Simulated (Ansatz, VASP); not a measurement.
# Si15O28F4 (fluorine-doped silica glass) in two plane-wave programs, part 2 of 2

One calculation is typed for both programs; each brings its own data sets. How far apart do they land? Of the first pair: The structure shown is the start of the Ansatz relaxation below; VASP solves that cell, so the two are compared at the walk's first step.

VASP 6.6.1 and Ansatz 0.2.0.

So far: Set-up; Ansatz: relaxation, PBE.

### Step 3. VASP: single point, PBE, start cell, pair 1

Level of this step: PBE; plane waves and PAW (Si, F, O) (VASP).

The same cell, functional, mesh and smearing now go to VASP, with its own data sets.

Lines of VASP's logs that name or quote its potential files are left out, and so is its time.

The input, INCAR:

```
SYSTEM = Si15O28F4
PREC = Accurate
ENCUT = 520
EDIFF = 1E-06
NELM = 120
ISMEAR = -1
SIGMA = 0.05
LREAL = Auto
ALGO = Normal
GGA = PE
NBANDS = 160
LORBIT = 11
LWAVE = .FALSE.
LCHARG = .FALSE.
ISIF = 2
LASPH = .TRUE.
GGA_COMPAT = .FALSE.
EFERMI = MIDGAP
KPAR = 8
```

The input, POSCAR:

```
Si15O28F4
1.0
    8.8533390000      0.0000000000      0.0000000000
    0.0000000000      8.8533390000      0.0000000000
    0.0000000000      0.0000000000      8.8533390000
Si F O
15 4 28
Direct
    0.3180130118      0.9012869608      0.0152490490
    0.4314930220      0.2290029784      0.8965979954
    0.8299709296      0.9369019982      0.2743309615
    0.9651599244      0.4685859200      0.1910379801
    0.0274839809      0.1889049996      0.3931819396
    0.3285309644      0.5789579502      0.4970800282
    0.8012539676      0.6450919817      0.7543699614
    0.9704309301      0.8627009538      0.9498379086
    0.5400220188      0.0796379761      0.5975129835
    0.4723749989      0.7722039109      0.7326209919
    0.8859709314      0.1104629564      0.7039549711
    0.5199669865      0.7675419410      0.2582399703
    0.7523089311      0.3538669422      0.9268419519
    0.9836529472      0.6914819369      0.4467940288
    0.3676990116      0.2474490133      0.3655660311
    0.3029619672      0.3651709259      0.9010990091
    0.4073140089      0.3001150188      0.1935929484
    0.5875039914      0.6531229630      0.1216919402
    0.1121689794      0.5413510089      0.1000109676
    0.1595579928      0.6417870139      0.4648029404
    0.4559139778      0.9216259538      0.6220419211
    0.4046649518      0.8003749772      0.8941049247
    0.1414469727      0.8792859959      0.0002839607
    0.9223349518      0.6051429862      0.2974049678
    0.3927100273      0.8613789667      0.1748989844
    0.6536409596      0.7508709426      0.7376839405
    0.8865399823      0.1043879603      0.3039960404
    0.8930639615      0.6430379544      0.5968530065
    0.3415799395      0.4019329882      0.4568589320
    0.5016939936      0.1540189526      0.4374769790
    0.9467289121      0.8597939150      0.3989129977
    0.8687559575      0.9005889191      0.0977090113
    0.4662289561      0.1918800353      0.7220179867
    0.8473089080      0.4025839291      0.0744370005
    0.3808299897      0.6369870170      0.6581959643
    0.3655429889      0.0742960368      0.9633389165
    0.6655809746      0.8686289997      0.2987920151
    0.9463989801      0.9705279556      0.8000009940
    0.0150920461      0.3499409658      0.3121469764
    0.9146449718      0.7024809510      0.8851009772
    0.2102429377      0.1593360426      0.3647779668
    0.7176909186      0.0643909603      0.6351959413
    0.8584079973      0.2446519895      0.8231409641
    0.4551320129      0.6641179108      0.3846150023
    0.7239630155      0.4904159888      0.8091349490
    0.5958619680      0.2717580339      0.9582129409
    0.9906649909      0.1667019641      0.5684919554
```

The input, KPOINTS:

```
Automatic mesh
0
Gamma
2 2 2
0 0 0
```

PAW data sets: Si, F and O (PBE family, release 64).

Started as:

```console
$ mpirun -np 8 vasp_std
```

Numbers of over 12 decimals in the logs are rounded to 6 here.

What it wrote:

```text
[banner, memory and clock lines left out]
running    8 mpi-ranks, on    1 nodes
[...]
|                                                                             |
|           W    W    AA    RRRRR   N    N  II  N    N   GGGG   !!!           |
|           W    W   A  A   R    R  NN   N  II  NN   N  G    G  !!!           |
|           W    W  A    A  R    R  N N  N  II  N N  N  G       !!!           |
|           W WW W  AAAAAA  RRRRR   N  N N  II  N  N N  G  GGG   !            |
|           WW  WW  A    A  R   R   N   NN  II  N   NN  G    G                |
|           W    W  A    A  R    R  N    N  II  N    N   GGGG   !!!           |
|                                                                             |
|     For optimal performance we recommend to set                             |
|       NCORE = 2 up to number-of-cores-per-socket                            |
|     NCORE specifies how many cores store one orbital (NPAR=cpu/NCORE).      |
|     This setting can greatly improve the performance of VASP for DFT.       |
|     The default, NCORE=1 might be grossly inefficient on modern             |
|     multi-core architectures or massively parallel machines. Do your        |
|     Unfortunately you need to use the default for GW and RPA                |
|     calculations (for HF NCORE is supported but not extensively tested      |
|     yet).                                                                   |
|                                                                             |

 LDA part: xc-table for (Slater+PW92), standard interpolation
 POSCAR, INCAR and KPOINTS ok, starting setup
[...]
entering main loop
       N       E                     dE             d eps       ncg     rms          rms(c)
DAV:   1     0.186552107423E+04    0.18655E+04   -0.13317E+05  2560   0.146E+03
DAV:   2    -0.239296217733E+03   -0.21048E+04   -0.20533E+04  3104   0.351E+02
DAV:   3    -0.402883537030E+03   -0.16359E+03   -0.16277E+03  3040   0.105E+02
DAV:   4    -0.405708946199E+03   -0.28254E+01   -0.28161E+01  3056   0.148E+01
[...]
DAV:  15    -0.356316511564E+03    0.20451E-04   -0.31772E-05  2840   0.231E-02    0.130E-02
DAV:  16    -0.356316507998E+03    0.35663E-05   -0.12217E-05  3024   0.165E-02    0.733E-03
DAV:  17    -0.356316507500E+03    0.49729E-06   -0.84776E-06  2888   0.119E-02
   1 F= -.35631651E+03 E0= -.35631651E+03  d E =0.000000E+00
```

OUTCAR, selected parts (step 3):

```text
  Total        7.2048939     31.6764080     16.7357340     -4.7769908      1.6465020      4.0489268
  in kB       16.6347734     73.1349938     38.6397283    -11.0291922      3.8014699      9.3482265
  external PRESSURE =      42.8031652 kB  Pullay stress =       0.0000000 kB

 POSITION                                       TOTAL-FORCE (eV/Angst)
 -----------------------------------------------------------------------------------
      2.81548      7.97940      0.13501         1.327349      1.676939     -1.093527
      3.82015      2.02744      7.93789        -1.448544      0.468113     -0.806600
      7.34801      8.29471      2.42875         1.940729     -1.486479     -0.650890
      8.54489      4.14855      1.69132         1.915101      1.494822     -1.249557
      0.24332      1.67244      3.48097         0.069691     -0.359438     -1.237659
      2.90860      5.12571      4.40082         0.369379      0.758712     -2.009419
      7.09377      5.71122      6.67869        -0.632112      0.406604      0.066191
      8.59155      7.63778      8.40924        -1.288228      0.710284     -0.447601
      4.78100      0.70506      5.28998         0.344577      0.337669      2.178554
      4.18210      6.83658      6.48614         1.401559      1.195480     -1.054658
      7.84380      0.97797      6.23235        -2.378880      0.185988      0.669184
      4.60344      6.79531      2.28629         1.790901     -1.736333     -2.859849
      6.66045      3.13290      8.20565         1.126659     -0.153803     -1.444991
      8.70861      6.12192      3.95562         0.271009     -1.679105     -0.247428
[...]
-----------------------------------------------------------------------------------
    total drift:                                0.015831      0.002958      0.000313

  FREE ENERGIE OF THE ION-ELECTRON SYSTEM (eV)
  ---------------------------------------------------
  free  energy   TOTEN  =      -356.3165075003 eV

  energy  without entropy=     -356.3165075003  energy(sigma->0) =     -356.31650750

[... 3 further parts left out ...]
[key lines of the parts left out:]
E-fermi :   2.5583
```

The run ends at a pressure of 4.28 GPa, with forces up to 3.8 eV/Å.

### Step 4. Side by side

Known differences besides the potentials themselves: the cutoff is 420 eV in Ansatz and 520 eV in VASP (PREC = Accurate, projectors in real space). Total energies have different zeros and are not compared.

Forces on 10 of the 47 atoms, those with the largest forces and the largest differences (eV/Å; atoms numbered as in POSCAR):

```tsv
atom	Ansatz x, y, z	VASP x, y, z
Si1	1.352, 1.667, -1.113	1.327, 1.677, -1.094
Si3	1.971, -1.483, -0.639	1.941, -1.486, -0.651
Si4	2.033, 1.561, -1.289	1.915, 1.495, -1.250
Si6	0.366, 0.776, -2.004	0.369, 0.759, -2.009
Si9	0.333, 0.322, 2.218	0.345, 0.338, 2.179
Si11	-2.407, 0.188, 0.690	-2.379, 0.186, 0.669
Si12	1.818, -1.823, -2.964	1.791, -1.736, -2.860
F16	1.519, -1.445, 0.060	1.420, -1.343, 0.063
F17	-0.049, -0.552, 1.143	-0.015, -0.511, 0.979
F19	-1.075, -1.081, 0.475	-0.957, -1.022, 0.404
```

The forces differ by 36 meV/Å r.m.s., which is 3.8 % of the r.m.s. force of 0.943 eV/Å (both taken over all components).

### Step 5. Ansatz: relaxation, PBE

This run makes the geometry at which the two programs are then compared. The cell compared in this pair holds 741.75 Å³, against 693.94 Å³ for the pair before.

The structure compared here is the end of the Ansatz relaxation.

The input, input.yaml:

```yaml
crystal:
  lattice:
    - [8.8533385419, 0.0, 0.0]
    - [0.0, 8.8533385419, 0.0]
    - [0.0, 0.0, 8.8533385419]
  atoms:
    - { symbol: Si, position: [0.318013, 0.901287, 0.015249] }
    - { symbol: Si, position: [0.431493, 0.229003, 0.896598] }
    - { symbol: Si, position: [0.829971, 0.936902, 0.274331] }
    - { symbol: Si, position: [0.96516, 0.468586, 0.191038] }
    - { symbol: Si, position: [0.027484, 0.188905, 0.393182] }
    - { symbol: Si, position: [0.328531, 0.578958, 0.49708] }
    - { symbol: Si, position: [0.801254, 0.645092, 0.75437] }
    - { symbol: Si, position: [0.970431, 0.862701, 0.949838] }
    - { symbol: Si, position: [0.540022, 0.079638, 0.597513] }
    - { symbol: Si, position: [0.472375, 0.772204, 0.732621] }
    - { symbol: Si, position: [0.885971, 0.110463, 0.703955] }
    - { symbol: Si, position: [0.519967, 0.767542, 0.25824] }
    - { symbol: Si, position: [0.752309, 0.353867, 0.926842] }
    - { symbol: Si, position: [0.983653, 0.691482, 0.446794] }
    - { symbol: Si, position: [0.367699, 0.247449, 0.365566] }
    - { symbol: F, position: [0.302962, 0.365171, 0.901099] }
    - { symbol: F, position: [0.407314, 0.300115, 0.193593] }
    - { symbol: F, position: [0.587504, 0.653123, 0.121692] }
    - { symbol: F, position: [0.112169, 0.541351, 0.100011] }
    - { symbol: O, position: [0.159558, 0.641787, 0.464803] }
    - { symbol: O, position: [0.455914, 0.921626, 0.622042] }
    - { symbol: O, position: [0.404665, 0.800375, 0.894105] }
    - { symbol: O, position: [0.141447, 0.879286, 0.000284] }
    - { symbol: O, position: [0.922335, 0.605143, 0.297405] }
    - { symbol: O, position: [0.39271, 0.861379, 0.174899] }
    - { symbol: O, position: [0.653641, 0.750871, 0.737684] }
    - { symbol: O, position: [0.88654, 0.104388, 0.303996] }
    - { symbol: O, position: [0.893064, 0.643038, 0.596853] }
    - { symbol: O, position: [0.34158, 0.401933, 0.456859] }
    - { symbol: O, position: [0.501694, 0.154019, 0.437477] }
    - { symbol: O, position: [0.946729, 0.859794, 0.398913] }
    - { symbol: O, position: [0.868756, 0.900589, 0.097709] }
    - { symbol: O, position: [0.466229, 0.19188, 0.722018] }
    - { symbol: O, position: [0.847309, 0.402584, 0.074437] }
    - { symbol: O, position: [0.38083, 0.636987, 0.658196] }
    - { symbol: O, position: [0.365543, 0.074296, 0.963339] }
    - { symbol: O, position: [0.665581, 0.868629, 0.298792] }
    - { symbol: O, position: [0.946399, 0.970528, 0.800001] }
    - { symbol: O, position: [0.015092, 0.349941, 0.312147] }
    - { symbol: O, position: [0.914645, 0.702481, 0.885101] }
    - { symbol: O, position: [0.210243, 0.159336, 0.364778] }
    - { symbol: O, position: [0.717691, 0.064391, 0.635196] }
    - { symbol: O, position: [0.858408, 0.244652, 0.823141] }
    - { symbol: O, position: [0.455132, 0.664118, 0.384615] }
    - { symbol: O, position: [0.723963, 0.490416, 0.809135] }
    - { symbol: O, position: [0.595862, 0.271758, 0.958213] }
    - { symbol: O, position: [0.990665, 0.166702, 0.568492] }
  symmetry: { detect: false }
kpoints:
  mp_grid: { grid: [2, 2, 2] }
scf:
  occupations: { method: fermi_dirac, width: 0.05 }
hamiltonian:
  xc: pbe
  pseudopotentials: { kind: paw, azcp: { folder: soft_1 } }
output:
  forces: true
  stress: true
relax:
  f_tol: 0.04
  max_steps: 100
  escape_saddle: false
  cell: { stress_tol: 0.4, fix: [] }
```

Started as:

```console
$ ansatz run input.yaml --threads 4 --pin off --max-ram 16384MiB --backend cpu --events-out ev --progress --plain --runs-dir out
```

What it wrote:

```text
[...]
Crystal: 47 atoms, lattice volume = 693.939 Å³
Basis set: ecut = 420 eV, 13517 PW (Γ), exchange–correlation on 120×120×120 points (8 copies of the dense FFT grid, shifted against one another)
Bands: 175, of which v1, the nominal top of the filled ones, is band 128 counted from 1 (127 counted from 0)
Symmetry: 1 space group operations
k-points: 8
[...]
- { symbol: O, position: [0.403590, 0.835881, 0.156774] }
    - { symbol: O, position: [0.677377, 0.761131, 0.702467] }
    - { symbol: O, position: [0.892317, 0.067921, 0.327026] }
[...]
- { symbol: O, position: [0.470506, 0.645724, 0.358281] }
    - { symbol: O, position: [0.754578, 0.520473, 0.815773] }
    - { symbol: O, position: [0.561808, 0.315268, 0.908715] }
    - { symbol: O, position: [0.980651, 0.178763, 0.593361] }
[key lines of the parts left out:]
SCF converged after 4 iterations
Free energy (F): -28710.812797 eV
Fermi energy:    3.142080 eV
P = ⅓ Tr σ = 0.0658 GPa (0.658 kbar)
```

### Step 6. VASP: single point, PBE, relaxed cell, pair 2

The same cell, functional, mesh and smearing now go to VASP, with its own data sets.

INCAR: that of step 3 with these lines changed.

```diff
@@ -2,3 +2,3 @@
 PREC = Accurate
-ENCUT = 520
+ENCUT = 600
 EDIFF = 1E-06
```

The input, POSCAR:

```
Si15O28F4
1.0
    8.5065651356     -0.3470605879     -0.1224930727
   -0.3470605879      9.7608451934      0.0736647877
   -0.1224930727      0.0736647877      8.9485882079
Si F O
15 4 28
Direct
    0.3634353505      0.9094799228      0.9973302015
    0.4159120014      0.2006643440      0.8961077251
    0.8678435962      0.9098344996      0.2745834950
    0.9235943652      0.4426599324      0.2169278865
    0.9955032437      0.1903676057      0.4130188478
    0.3446327251      0.5811109775      0.4783028265
    0.8214360327      0.6656796996      0.7435385881
    0.9872051299      0.8943882532      0.9392610131
    0.5070803400      0.0816072840      0.6052874578
    0.4910948190      0.7871550796      0.6988473515
    0.8649728979      0.1411861827      0.7319464961
    0.5422348484      0.7490697731      0.2307809502
    0.7437680580      0.3784758907      0.9122046989
    0.9899512097      0.6663136746      0.4297360425
    0.3551429837      0.2749441302      0.3876006075
    0.2581945834      0.2676316181      0.9337749640
    0.4118297868      0.3187636321      0.2247535228
    0.6084762716      0.6591826710      0.1028887494
    0.0939141707      0.4587568325      0.1452698864
    0.1672199913      0.6169546109      0.4313645487
    0.4603169597      0.9170802323      0.5849722838
    0.4379677908      0.8248663358      0.8650006657
    0.1755350883      0.9119873850      0.9704405268
    0.8872217135      0.5850959290      0.2961467074
    0.4035904893      0.8358814496      0.1567743146
    0.6773774852      0.7611313774      0.7024671806
    0.8923165472      0.0679214602      0.3270260771
    0.9131410114      0.6360107182      0.5916298872
    0.3545313673      0.4144220359      0.4862757319
    0.4809873120      0.1690088904      0.4513395723
    0.9892244060      0.8279676826      0.3821217638
    0.9004674165      0.9002977420      0.0976948835
    0.3920784694      0.1441901618      0.7258564974
    0.7957903982      0.4029924764      0.0861433015
    0.3897775880      0.6485952169      0.6410602259
    0.4412751462      0.0681241411      0.0051836745
    0.6857936266      0.8501775282      0.3000825878
    0.9320655899      0.0154833582      0.8281371140
    0.9235955438      0.3304090141      0.3517534547
    0.9429927297      0.7462418107      0.8618145472
    0.1818364574      0.1933691985      0.3748230850
    0.6892487174      0.0985385429      0.6639216206
    0.8583897461      0.2725194136      0.8399197592
    0.4705063667      0.6457236972      0.3582812022
    0.7545778280      0.5204727228      0.8157734162
    0.5618081649      0.3152678189      0.9087146406
    0.9806506352      0.1787630462      0.5933614190
```

KPOINTS is that of step 3.

Started as:

```console
$ mpirun -np 8 vasp_std
```

What it wrote:

```text
[banner, memory and clock lines left out]
running    8 mpi-ranks, on    1 nodes
[...]
[... a notice as in an earlier step ...]

 LDA part: xc-table for (Slater+PW92), standard interpolation
 POSCAR, INCAR and KPOINTS ok, starting setup
[...]
entering main loop
       N       E                     dE             d eps       ncg     rms          rms(c)
DAV:   1     0.200118481967E+04    0.20012E+04   -0.14114E+05  2560   0.162E+03
DAV:   2    -0.215925376488E+03   -0.22171E+04   -0.21606E+04  3112   0.362E+02
DAV:   3    -0.403451757611E+03   -0.18753E+03   -0.18664E+03  3040   0.111E+02
DAV:   4    -0.406884383150E+03   -0.34326E+01   -0.34220E+01  3056   0.162E+01
[...]
DAV:  15    -0.360050587012E+03    0.88339E-05   -0.12267E-05  2888   0.130E-02    0.649E-03
DAV:  16    -0.360050585810E+03    0.12020E-05   -0.19078E-06  2144   0.711E-03    0.405E-03
DAV:  17    -0.360050585556E+03    0.25395E-06   -0.26890E-06  2416   0.553E-03
   1 F= -.36005059E+03 E0= -.36005059E+03  d E =0.000000E+00
```

OUTCAR, selected parts (step 6):

```text
  Total       -0.5574354      0.0425910     -0.2673967     -0.3738027      0.1420309     -0.3275133
  in kB       -1.2040611      0.0919965     -0.5775772     -0.8074143      0.3067868     -0.7074292
  external PRESSURE =      -0.5632139 kB  Pullay stress =       0.0000000 kB

 POSITION                                       TOTAL-FORCE (eV/Angst)
 -----------------------------------------------------------------------------------
      2.65378      8.82463      8.94718        -0.004838     -0.009556      0.012812
      3.35857      1.88032      7.98273         0.167375     -0.052503     -0.040130
      7.03297      8.59979      2.41785        -0.022578      0.045227     -0.019893
      7.67641      4.01617      1.86067        -0.209503     -0.013890      0.077396
      8.35165      1.54307      3.58802        -0.000788      0.001717     -0.000463
      2.67137      5.58776      4.28073         0.002825     -0.026122      0.000282
      6.66549      6.26728      6.60204        -0.001509     -0.035312      0.008665
      7.97226      8.45656      8.35002         0.012022      0.008065     -0.008072
      4.21105      0.66516      5.36037        -0.003576      0.008786     -0.033139
      3.81874      7.56434      6.25153         0.005305     -0.010476      0.030434
      7.21929      1.13182      6.45434         0.043388     -0.013843      0.005702
      4.32431      7.14037      2.05392        -0.089075      0.080562      0.158841
      6.08382      3.50331      8.09972        -0.033877      0.019950      0.007264
      8.13719      6.19187      3.77335         0.019740     -0.007992      0.020855
[...]
-----------------------------------------------------------------------------------
    total drift:                               -0.004460      0.003138     -0.011654

  FREE ENERGIE OF THE ION-ELECTRON SYSTEM (eV)
  ---------------------------------------------------
  free  energy   TOTEN  =      -360.0505855556 eV

  energy  without entropy=     -360.0505855556  energy(sigma->0) =     -360.05058556

[... 1 part as in an earlier step ...]

[... 2 further parts left out ...]
[key lines of the parts left out:]
E-fermi :   1.9543
```

The run ends at a pressure of -0.06 GPa, with forces up to 0.24 eV/Å.

### Step 7. Side by side

What differs besides the data sets and the points named for the pairs above, as far as they apply: the cutoff is 420 eV in Ansatz and 600 eV in VASP (PREC = Accurate, projectors in real space); Ansatz's pressure holds a Pulay correction, VASP's none. Total energies have different zeros and are not compared.

Both answers:

```tsv
quantity	Ansatz	VASP	difference
pressure (GPa)	0.07	-0.06	+0.12
gap on the k mesh (eV)	5.616	5.610	+0.006
```

Forces on 7 of the 47 atoms, those with the largest forces and the largest differences (eV/Å; atoms numbered as in POSCAR):

```tsv
atom	Ansatz x, y, z	VASP x, y, z
Si4	-0.006, 0.005, 0.016	-0.210, -0.014, 0.077
Si12	-0.011, -0.009, -0.004	-0.089, 0.081, 0.159
Si15	0.003, -0.001, 0.021	-0.038, -0.058, 0.173
F16	-0.036, 0.016, 0.005	-0.210, 0.101, 0.051
F17	-0.001, 0.002, 0.001	0.058, 0.052, -0.181
F18	0.003, -0.006, -0.007	0.081, -0.113, -0.150
F19	0.013, 0.011, -0.005	0.187, 0.025, -0.079
```

The forces differ by 47 meV/Å r.m.s., where the r.m.s. force is 0.009 eV/Å in Ansatz and 0.050 eV/Å in VASP: the atoms lie near their places of rest in Ansatz, so a percentage would say little (all taken over all components). A gap on the mesh is an upper bound, since the band edges may lie between its points.

### Step 8. Outcome

| Quantity | Value |
| --- | --- |
| r.m.s. force difference (single point, PBE, start cell, pair 1) | 3.8 % of the r.m.s. force |
| r.m.s. force difference (single point, PBE, relaxed cell, pair 2) | 47 meV/Å |

What this shows: The r.m.s. force difference is 47 meV/Å (single point, PBE, relaxed cell, pair 2), beyond the 12 meV/Å picked in this series as the mark of a large difference. What causes the difference of the single point, PBE, start cell, pair 1 pair stays open here. What causes the difference of the single point, PBE, relaxed cell, pair 2 pair stays open here. How closely two codes agree says nothing of how well the functional describes the real material.

[Lines on the potential files, build, host, timing and source positions are cut from VASP's logs without a mark.]

[Logs are printed without paths, hosts, clocks, repeated set-up lines and the standing remarks that a program may print on its own settings, such as how far it seeks lower states.]

[Hosts, paths, dates, database ids (printed as entryN), source tags and the programs' standing remarks are cut or masked in the printed files.]
